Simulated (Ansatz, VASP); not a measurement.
# Nb (Nb wire along [100], 16 atoms a period) in two plane-wave programs, part 2 of 2

Wanted: the spread between two codes on one cell, functional and k mesh. Of the first pair: The structure shown is the start of the Ansatz relaxation below; VASP solves that cell, so the two are compared at the walk's first step.

VASP 6.6.1 and Ansatz 0.2.0.

So far: The starting structure; Ansatz: relaxation, PBE.

## (3) VASP: single point, PBE, start cell, pair 1

Level of this step: PBE; plane waves and PAW (Nb_sv) (VASP).

The same cell, functional, mesh and smearing now go to VASP, with its own data sets.

Lines of VASP's logs that name or quote its potential files are left out, and so is its time.

The input, INCAR:

```
SYSTEM = Nb
PREC = Accurate
ENCUT = 400
EDIFF = 1E-06
NELM = 120
ISMEAR = -1
SIGMA = 0.05
LREAL = .FALSE.
ALGO = Normal
GGA = PE
NBANDS = 128
LASPH = .TRUE.
LORBIT = 11
LWAVE = .FALSE.
LCHARG = .FALSE.
ISIF = 2
GGA_COMPAT = .FALSE.
KPAR = 4
```

The input, POSCAR:

```
Nb
1.0
   16.7300000000      0.0000000000      0.0000000000
    0.0000000000     16.7300000000      0.0000000000
    0.0000000000      0.0000000000      3.3100000000
Nb
16
Direct
    0.2032277346      0.5000000000      0.0000000000
    0.4010759115      0.3021518231      0.0000000000
    0.4010759115      0.5000000000      0.0000000000
    0.4010759115      0.6978481769      0.0000000000
    0.5989240885      0.3021518231      0.0000000000
    0.5989240885      0.5000000000      0.0000000000
    0.5989240885      0.6978481769      0.0000000000
    0.7967722654      0.5000000000      0.0000000000
    0.3021518231      0.4010759115      0.5000000000
    0.3021518231      0.5989240885      0.5000000000
    0.5000000000      0.2032277346      0.5000000000
    0.5000000000      0.4010759115      0.5000000000
    0.5000000000      0.5989240885      0.5000000000
    0.5000000000      0.7967722654      0.5000000000
    0.6978481769      0.4010759115      0.5000000000
    0.6978481769      0.5989240885      0.5000000000
```

The input, KPOINTS:

```
Automatic mesh
0
Gamma
1 1 25
0 0 0
```

The projector-augmented-wave data sets are Nb_sv (PBE family, release 64).

On the command line:

```sh
$ mpirun -np 4 vasp_std
```

Numbers of over 12 decimals in the logs are rounded to 6 here.

What it wrote:

```text
[banner, memory and clock lines left out]
running    4 mpi-ranks, on    1 nodes
 distrk:  each k-point on    1 cores,    4 groups
 distr:  one band on    1 cores,    1 groups

 POSCAR found type information on POSCAR Nb
 POSCAR found :  1 types and      16 ions
 LDA part: xc-table for (Slater+PW92), standard interpolation
 POSCAR, INCAR and KPOINTS ok, starting setup
 FFT: planning ... GRIDC
 FFT: planning ... GRID_SOFT
 FFT: planning ... GRID
 WAVECAR not read
 entering main loop
       N       E                     dE             d eps       ncg     rms          rms(c)
DAV:   1     0.190998564685E+04    0.19100E+04   -0.10384E+05  4352   0.121E+03
DAV:   2     0.745321540835E+02   -0.18355E+04   -0.17756E+04  3992   0.479E+02
DAV:   3    -0.136733515242E+03   -0.21127E+03   -0.20414E+03  4976   0.101E+02
DAV:   4    -0.163847265360E+03   -0.27114E+02   -0.26478E+02  6248   0.346E+01
DAV:   5    -0.166518308737E+03   -0.26710E+01   -0.26440E+01  5048   0.876E+00    0.279E+01
DAV:   6    -0.177071268554E+03   -0.10553E+02   -0.19728E+02  5216   0.411E+01    0.293E+01
DAV:   7    -0.150553073968E+03    0.26518E+02   -0.14334E+02  5136   0.321E+01    0.110E+01
DAV:   8    -0.147202475493E+03    0.33506E+01   -0.31687E+01  5048   0.118E+01    0.608E+00
DAV:   9    -0.146760478736E+03    0.44200E+00   -0.50794E+00  5192   0.706E+00    0.516E+00
DAV:  10    -0.146629649184E+03    0.13083E+00   -0.63723E-01  5016   0.297E+00    0.416E+00
DAV:  11    -0.146528449530E+03    0.10120E+00   -0.50778E-01  4552   0.265E+00    0.118E+00
DAV:  12    -0.146505547490E+03    0.22902E-01   -0.23428E-01  6016   0.147E+00    0.620E-01
DAV:  13    -0.146508747019E+03   -0.31995E-02   -0.32610E-02  4976   0.609E-01    0.346E-01
DAV:  14    -0.146512153549E+03   -0.34065E-02   -0.55745E-03  4968   0.206E-01    0.196E-01
[...]
DAV:  20    -0.146518826793E+03   -0.12535E-04   -0.98490E-06  3736   0.120E-02    0.406E-03
DAV:  21    -0.146518859134E+03   -0.32341E-04   -0.62755E-06  3256   0.575E-03    0.262E-03
DAV:  22    -0.146518879088E+03   -0.19955E-04   -0.16115E-06  2728   0.336E-03    0.261E-03
DAV:  23    -0.146518900965E+03   -0.21876E-04   -0.20013E-06  2864   0.329E-03    0.116E-03
DAV:  24    -0.146518914563E+03   -0.13599E-04   -0.85094E-07  2632   0.232E-03    0.740E-04
DAV:  25    -0.146518921452E+03   -0.68882E-05   -0.22675E-07  2400   0.153E-03    0.508E-04
DAV:  26    -0.146518925651E+03   -0.41992E-05   -0.22560E-07  2392   0.111E-03    0.508E-04
DAV:  27    -0.146518926141E+03   -0.49043E-06   -0.70259E-08  2256   0.110E-03
   1 F= -.14651893E+03 E0= -.14640649E+03  d E =-.224882E+00
```

OUTCAR, selected parts (step 3):

```text
ion  position               nearest neighbor table
   1  0.203  0.500  0.000-   9 2.87  10 2.87   9 2.87  10 2.87
   2  0.401  0.302  0.000-   9 2.87   9 2.87  12 2.87  12 2.87  11 2.87  11 2.87
   3  0.401  0.500  0.000-   9 2.87  10 2.87   9 2.87  10 2.87  12 2.87  13 2.87  12 2.87  13 2.87

  LATTYP: Found a simple tetragonal cell.
 ALAT       =    16.7300000000
 C/A-ratio  =     0.1978481769

 Subroutine GETGRP returns: Found 16 space group operations
 (whereof  8 operations were pure point group operations)

The static configuration has the point symmetry D_2h.
 The point group associated with its full space group is D_4h.

 Found     13 irreducible k-points:

   k-points           NKPTS =     13   k-points in BZ     NKDIM =     13   number of bands    NBANDS=    128

   dimension x,y,z NGX =   112 NGY =  112 NGZ =   24
   dimension x,y,z NGXF=   224 NGYF=  224 NGZF=   48

   ENCUT  =  400.0 eV  29.40 Ry    5.42 a.u.  27.28 27.28  5.40*2*pi/ulx,y,z

   NELECT =     208.0000    total number of electrons

 k-points in reciprocal lattice and weights: Automatic mesh
   0.00000000  0.00000000  0.00000000       0.040
   0.00000000  0.00000000  0.04000000       0.080
   0.00000000  0.00000000  0.08000000       0.080
   0.00000000  0.00000000  0.12000000       0.080
   0.00000000  0.00000000  0.16000000       0.080
   0.00000000  0.00000000  0.20000000       0.080
   0.00000000  0.00000000  0.24000000       0.080
   0.00000000  0.00000000  0.28000000       0.080
   0.00000000  0.00000000  0.32000000       0.080
   0.00000000  0.00000000  0.36000000       0.080
   0.00000000  0.00000000  0.40000000       0.080
   0.00000000  0.00000000  0.44000000       0.080
   0.00000000  0.00000000  0.48000000       0.080

 average (electrostatic) potential at core
       1 -87.8452       2 -87.5062       3 -87.2628       4 -87.5062       5 -87.5062
       6 -87.2628       7 -87.5062       8 -87.8452       9 -87.5062      10 -87.5062
      11 -87.8452      12 -87.2628      13 -87.2628      14 -87.8452      15 -87.5062
      16 -87.5062

 E-fermi :   0.9335

 k-point     1 :       0.0000    0.0000    0.0000
  band No.  band energies     occupation
    ...
     98       0.8326      1.76555
     99       0.9632      0.71183
    100       0.9632      0.71183
    101       0.9685      0.66390
    102       0.9735      0.61998
    103       1.0296      0.25530
    104       1.0386      0.21794
    105       1.0386      0.21794
    106       1.0832      0.09550
    107       1.2025      0.00917
    ...

 k-point     2 :       0.0000    0.0000    0.0400
  band No.  band energies     occupation
    ...
     97       0.6602      1.99157
     98       0.6910      1.98446
     99       0.8243      1.79748
    100       0.8648      1.59610
    101       0.8648      1.59610
    102       1.0448      0.19502
    103       1.0856      0.09115
    104       1.0856      0.09115
    105       1.1141      0.05264
    106       1.2195      0.00654
    ...

 k-point     3 :       0.0000    0.0000    0.0800
  band No.  band energies     occupation
    ...
     98       0.6444      1.99386
     99       0.6971      1.98248
    100       0.6971      1.98248
    101       0.6983      1.98206
    102       0.9741      0.61467
    103       1.0810      0.09941
    104       1.0810      0.09941
    105       1.2524      0.00339
    106       1.2740      0.00220
    107       1.3611      0.00039
    ...

  Total      -24.1296775    -24.1296775    -28.6084314     -0.0000000      0.0000000      0.0000000
  in kB      -41.7294080    -41.7294080    -49.4748804     -0.0000000      0.0000000      0.0000000
  external PRESSURE =     -44.3112321 kB  Pullay stress =       0.0000000 kB

  energy-cutoff  :      400.00
  volume of cell :      926.45
      direct lattice vectors                 reciprocal lattice vectors
    16.730000000  0.000000000  0.000000000     0.059772863  0.000000000  0.000000000
     0.000000000 16.730000000  0.000000000     0.000000000  0.059772863  0.000000000
     0.000000000  0.000000000  3.310000000     0.000000000  0.000000000  0.302114804

 POSITION                                       TOTAL-FORCE (eV/Angst)
 -----------------------------------------------------------------------------------
      3.40000      8.36500      0.00000         2.388856     -0.000000     -0.000000
      6.71000      5.05500      0.00000         0.870529     -0.417933      0.000000
      6.71000      8.36500      0.00000        -0.431278      0.000000     -0.000000
      6.71000     11.67500      0.00000         0.870529      0.417933      0.000000
     10.02000      5.05500      0.00000        -0.870529     -0.417933     -0.000000
     10.02000      8.36500      0.00000         0.431278      0.000000     -0.000000
     10.02000     11.67500      0.00000        -0.870529      0.417933      0.000000
     13.33000      8.36500      0.00000        -2.388856      0.000000      0.000000
      5.05500      6.71000      1.65500        -0.417933      0.870529     -0.000000
      5.05500     10.02000      1.65500        -0.417933     -0.870529     -0.000000
      8.36500      3.40000      1.65500        -0.000000      2.388856     -0.000000
      8.36500      6.71000      1.65500        -0.000000     -0.431278     -0.000000
      8.36500     10.02000      1.65500        -0.000000      0.431278     -0.000000
      8.36500     13.33000      1.65500        -0.000000     -2.388856      0.000000
     11.67500      6.71000      1.65500         0.417933      0.870529      0.000000
     11.67500     10.02000      1.65500         0.417933     -0.870529     -0.000000
 -----------------------------------------------------------------------------------
    total drift:                               -0.000000      0.000000      0.000000

  FREE ENERGIE OF THE ION-ELECTRON SYSTEM (eV)
  ---------------------------------------------------
  free  energy   TOTEN  =      -146.5189261412 eV

  energy  without entropy=     -146.2940443952  energy(sigma->0) =     -146.40648527

 total charge
# of ion       s       p       d       tot
------------------------------------------
    1        2.219   5.916   2.502  10.637
    2        2.213   5.959   2.486  10.658
    3        2.217   6.015   2.440  10.672
    4        2.213   5.959   2.486  10.658
    5        2.213   5.959   2.486  10.658
    6        2.217   6.015   2.440  10.672
    7        2.213   5.959   2.486  10.658
    8        2.219   5.916   2.502  10.637
    9        2.213   5.959   2.486  10.658
   10        2.213   5.959   2.486  10.658
   11        2.219   5.916   2.502  10.637
   12        2.217   6.015   2.440  10.672
   13        2.217   6.015   2.440  10.672
   14        2.219   5.916   2.502  10.637
   15        2.213   5.959   2.486  10.658
   16        2.213   5.959   2.486  10.658
--------------------------------------------------
tot         35.447  95.400  39.655 170.501

[... 3 further parts left out ...]
```

## (4) Comparison

Known differences besides the potentials themselves: the cutoff is 420 eV in Ansatz and 400 eV in VASP. Total energies have different zeros and are not compared.

Forces on 8 of the 16 atoms, those with the largest forces and the largest differences (eV/Å; atoms numbered as in POSCAR):

```
atom         Ansatz x, y, z           VASP x, y, z
 Nb1    2.381, 0.000, 0.000    2.389, 0.000, 0.000
 Nb2   0.865, -0.423, 0.000   0.871, -0.418, 0.000
 Nb4    0.865, 0.423, 0.000    0.871, 0.418, 0.000
 Nb5  -0.865, -0.423, 0.000  -0.871, -0.418, 0.000
 Nb7   -0.865, 0.423, 0.000   -0.871, 0.418, 0.000
 Nb8   -2.381, 0.000, 0.000   -2.389, 0.000, 0.000
Nb11    0.000, 2.381, 0.000    0.000, 2.389, 0.000
Nb14   0.000, -2.381, 0.000   0.000, -2.389, 0.000
```

The forces differ by 4.0 meV/Å r.m.s., which is 0.5 % of the r.m.s. force of 0.804 eV/Å (both taken over all components).

## (5) Ansatz: relaxation, PBE

This run makes the geometry at which the two programs are then compared. The cell compared in this pair holds 902.19 Å³, against 926.45 Å³ for the pair before.

The structure compared here is the end of the Ansatz relaxation.

The input, input.yaml:

```yaml
crystal:
  lattice:
    - [16.73, 0.0, 0.0]
    - [0.0, 16.73, 0.0]
    - [0.0, 0.0, 3.31]
  atoms:
    - { symbol: Nb, position: [0.203227735, 0.5, 0.0] }
    - { symbol: Nb, position: [0.401075912, 0.302151823, 0.0] }
    - { symbol: Nb, position: [0.401075912, 0.5, 0.0] }
    - { symbol: Nb, position: [0.401075912, 0.697848177, 0.0] }
    - { symbol: Nb, position: [0.598924088, 0.302151823, 0.0] }
    - { symbol: Nb, position: [0.598924088, 0.5, 0.0] }
    - { symbol: Nb, position: [0.598924088, 0.697848177, 0.0] }
    - { symbol: Nb, position: [0.796772265, 0.5, 0.0] }
    - { symbol: Nb, position: [0.302151823, 0.401075912, 0.5] }
    - { symbol: Nb, position: [0.302151823, 0.598924088, 0.5] }
    - { symbol: Nb, position: [0.5, 0.203227735, 0.5] }
    - { symbol: Nb, position: [0.5, 0.401075912, 0.5] }
    - { symbol: Nb, position: [0.5, 0.598924088, 0.5] }
    - { symbol: Nb, position: [0.5, 0.796772265, 0.5] }
    - { symbol: Nb, position: [0.697848177, 0.401075912, 0.5] }
    - { symbol: Nb, position: [0.697848177, 0.598924088, 0.5] }
kpoints:
  mp_grid: { grid: [1, 1, 25] }
scf:
  occupations: { method: fermi_dirac, width: 0.05 }
hamiltonian:
  xc: pbe
  pseudopotentials: { kind: paw, azcp: { folder: soft_1 } }
relax:
  cell: { fix: [a, b, alpha, beta, gamma] }
  max_steps: 45
  f_tol: 0.03
```

On the command line:

```sh
$ ansatz run input.yaml --threads 4 --pin off --max-ram 16384MiB --backend cpu --events-out ev --progress --plain --runs-dir out
```

What it wrote:

```text
[...]
Crystal: 16 atoms, lattice volume = 926.445 Å³
Basis set: ecut = 420 eV, 18171 PW (Γ), exchange–correlation on 240×240×48 points (8 copies of the dense FFT grid, shifted against one another)
Bands: 125, of which v1, the nominal top of the filled ones, is band 104 counted from 1 (103 counted from 0)
Symmetry: 16 space group operations
[...]
k-points: 13 of 25
[...]
- { symbol: Nb, position: [0.594937, 0.302914, 0.0] }
    - { symbol: Nb, position: [0.597901, 0.5, 0.0] }
    - { symbol: Nb, position: [0.594937, 0.697086, 0.0] }
    - { symbol: Nb, position: [0.781389, 0.5, 0.0] }
[...]
- { symbol: Nb, position: [0.5, 0.597901, 0.500000] }
    - { symbol: Nb, position: [0.5, 0.781389, 0.500000] }
    - { symbol: Nb, position: [0.697086, 0.405063, 0.500000] }
    - { symbol: Nb, position: [0.697086, 0.594937, 0.500000] }
[key lines of the parts left out:]
SCF converged after 6 iterations
Free energy (F): -72822.126054 eV
Fermi energy:    3.203356 eV
P = ⅓ Tr σ = 0.0014 GPa (0.014 kbar)
```

## (6) VASP: single point, PBE, relaxed cell, pair 2

The same cell, functional, mesh and smearing now go to VASP, with its own data sets.

Edit INCAR of step 3 so:

```diff
@@ -2,3 +2,3 @@
 PREC = Accurate
-ENCUT = 400
+ENCUT = 500
 EDIFF = 1E-06
```

The input, POSCAR:

```
Nb
1.0
   16.7300000000      0.0000000000      0.0000000000
    0.0000000000     16.7300000000      0.0000000000
    0.0000000000      0.0000000000      3.2233413078
Nb
16
Direct
    0.2186106577      0.5000000000      0.0000000000
    0.4050626011      0.3029142889      0.0000000000
    0.4020991608      0.5000000000      0.0000000000
    0.4050626011      0.6970857111      0.0000000000
    0.5949373989      0.3029142889      0.0000000000
    0.5979008392      0.5000000000      0.0000000000
    0.5949373989      0.6970857111      0.0000000000
    0.7813893423      0.5000000000      0.0000000000
    0.3029142889      0.4050626011      0.5000000000
    0.3029142889      0.5949373989      0.5000000000
    0.5000000000      0.2186106577      0.5000000000
    0.5000000000      0.4020991608      0.5000000000
    0.5000000000      0.5979008392      0.5000000000
    0.5000000000      0.7813893423      0.5000000000
    0.6970857111      0.4050626011      0.5000000000
    0.6970857111      0.5949373989      0.5000000000
```

KPOINTS is that of step 3.

On the command line:

```sh
$ mpirun -np 4 vasp_std
```

What it wrote:

```text
[... set-up lines as in an earlier step ...]
 entering main loop
       N       E                     dE             d eps       ncg     rms          rms(c)
DAV:   1     0.234474696376E+04    0.23447E+04   -0.11227E+05  4184   0.142E+03
DAV:   2     0.934696050572E+02   -0.22513E+04   -0.21829E+04  4216   0.580E+02
DAV:   3    -0.135606275657E+03   -0.22908E+03   -0.22131E+03  4960   0.118E+02
DAV:   4    -0.164934487443E+03   -0.29328E+02   -0.28764E+02  6256   0.396E+01
[...]
DAV:  26    -0.148563253887E+03   -0.61541E-05   -0.43825E-07  2400   0.267E-03    0.106E-03
DAV:  27    -0.148563255939E+03   -0.20514E-05   -0.23715E-07  2384   0.188E-03    0.589E-04
DAV:  28    -0.148563256153E+03   -0.21423E-06   -0.10760E-07  2192   0.125E-03
   1 F= -.14856326E+03 E0= -.14846913E+03  d E =-.188252E+00
```

From OUTCAR (step 6):

```text
  Total       -0.6239769     -0.6239769     -0.6864151     -0.0000000      0.0000000      0.0000000
  in kB       -1.1081050     -1.1081050     -1.2189875     -0.0000000      0.0000000      0.0000000
  external PRESSURE =      -1.1450658 kB  Pullay stress =       0.0000000 kB

 POSITION                                       TOTAL-FORCE (eV/Angst)
 -----------------------------------------------------------------------------------
      3.65736      8.36500      0.00000         0.012706      0.000000     -0.000000
      6.77670      5.06776      0.00000         0.007435      0.010528     -0.000000
      6.72712      8.36500      0.00000        -0.000063      0.000000      0.000000
      6.77670     11.66224      0.00000         0.007435     -0.010528     -0.000000
      9.95330      5.06776      0.00000        -0.007435      0.010528     -0.000000
     10.00288      8.36500      0.00000         0.000063     -0.000000     -0.000000
      9.95330     11.66224      0.00000        -0.007435     -0.010528     -0.000000
     13.07264      8.36500      0.00000        -0.012706     -0.000000      0.000000
      5.06776      6.77670      1.61167         0.010528      0.007435      0.000000
      5.06776      9.95330      1.61167         0.010528     -0.007435      0.000000
      8.36500      3.65736      1.61167         0.000000      0.012706     -0.000000
      8.36500      6.72712      1.61167         0.000000     -0.000063      0.000000
      8.36500     10.00288      1.61167         0.000000      0.000063     -0.000000
      8.36500     13.07264      1.61167         0.000000     -0.012706      0.000000
     11.66224      6.77670      1.61167        -0.010528      0.007435     -0.000000
     11.66224      9.95330      1.61167        -0.010528     -0.007435      0.000000
 -----------------------------------------------------------------------------------
    total drift:                               -0.000000     -0.000000      0.000000

  FREE ENERGIE OF THE ION-ELECTRON SYSTEM (eV)
  ---------------------------------------------------
  free  energy   TOTEN  =      -148.5632561527 eV

  energy  without entropy=     -148.3750045938  energy(sigma->0) =     -148.46913037

[... 1 part as in an earlier step ...]

[... 2 further parts left out ...]
[key lines of the parts left out:]
E-fermi :   1.0858
```

## (7) Comparison

What differs besides the data sets and the points named for the pairs above, as far as they apply: the cutoff is 420 eV in Ansatz and 500 eV in VASP; Ansatz's pressure holds a Pulay correction, VASP's none. Total energies have different zeros and are not compared.

Compared:

| quantity | Ansatz | VASP | difference |
| --- | --- | --- | --- |
| pressure (GPa) | 0.00 | -0.11 | +0.12 |

At this near-relaxed geometry the largest component of a force difference is 12 meV/Å.

## (8) Outcome

| Property | Result |
| --- | --- |
| r.m.s. force difference (single point, PBE, start cell, pair 1) | 0.49 % of the r.m.s. force |
| difference in pressure (single point, PBE, relaxed cell, pair 2) | 0.12 GPa |
| r.m.s. force difference (single point, PBE, relaxed cell, pair 2) | 6.6 meV/Å |

What this shows: The r.m.s. force difference is 6.6 meV/Å (single point, PBE, relaxed cell, pair 2), within the 12 meV/Å picked in this series as the mark of a large difference. How closely two codes agree says nothing of how well the functional describes the real material.

[Lines on the potential files, build, host, timing and source positions are cut from VASP's logs without a mark.]

[Logs are printed without paths, hosts, clocks, repeated set-up lines and the standing remarks that a program may print on its own settings, such as how far it seeks lower states.]

[Hosts, paths, dates, database ids (printed as entryN), source tags and the programs' standing remarks are cut or masked in the printed files.]
